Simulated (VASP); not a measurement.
Input for VASP

File KPOINTS:
```
K-points
0
G
 11 11 3
0 0 0
```

INCAR:
```
! general
SYSTEM = C
PREC   = Accurate
ENCUT  = 520   ! plane-wave cut-off (eV)
LREAL  = .FALSE.
LASPH  = .TRUE.   ! aspherical one-centre terms

! electronic loop
EDIFF  = 1E-7   ! SCF stop (eV)
NELM   = 100   ! most electronic steps
ALGO   = Normal   ! blocked Davidson

! smearing
ISMEAR = -5   ! tetrahedra, Bloechl

! functional
GGA    = 91

! ions
ISIF   = 2   ! forces and stress, cell fixed

! output
LWAVE  = .FALSE.
LCHARG = .TRUE.
LORBIT = 11   ! lm-projected
NEDOS  = 601

! other
LEFG   = .TRUE.
```

**POSCAR**
```
C
1.0
  1.2329091809  -2.1354608463   0.0000000000
  1.2329091809   2.1354608463   0.0000000000
  0.0000000000   0.0000000000   7.9449678829
C
4
Cartesian
  2.4658183618   0.0000000000   1.9862419707
  1.2329091809   2.1354608463   5.9587259122
  1.2329091809   0.7118217057   1.9862419707
  1.2329091809  -0.7118217057   5.9587259122
```

POTCAR, in this order: C (PBE.64 set). Program: vasp_std.

### Question
Write an equivalent input for Quantum ESPRESSO's pw.x.

### Answer
One equivalent input (not run):
```
&CONTROL
  calculation = 'scf'
  pseudo_dir = './pseudo'
  outdir = './out'
  tprnfor = .true.
  tstress = .true.
/
&SYSTEM
  ibrav = 0
  nat = 4
  ntyp = 1
  ecutwfc = 82
  occupations = 'tetrahedra'
  input_dft = 'pw91'
/
&ELECTRONS
  conv_thr = 7.3e-09
  electron_maxstep = 100
/
ATOMIC_SPECIES
  C 12.011 C.upf
CELL_PARAMETERS angstrom
     1.2329092   -2.1354608   -0.0000000
     1.2329092    2.1354608    0.0000000
    -0.0000000    0.0000000    7.9449679
ATOMIC_POSITIONS crystal
  C    1.0000000  1.0000000  0.2500000
  C    0.0000000  1.0000000  0.7500000
  C    0.3333330  0.6666670  0.2500000
  C    0.6666670  0.3333330  0.7500000
K_POINTS automatic
  11 11 3 0 0 0
```
What does not carry over: the potentials are each code's own (VASP's PAW set, PseudoDojo norm-conserving files in pw.x), so ENCUT and ecutwfc are chosen apart and not converted; conv_thr bounds pw.x's estimated SCF error, while EDIFF bounds the energy change between steps; the field gradients of LEFG aren't asked of the other code.

The compound is C in the graphite structure. It was relaxed first, which changed the volume by +19 %.
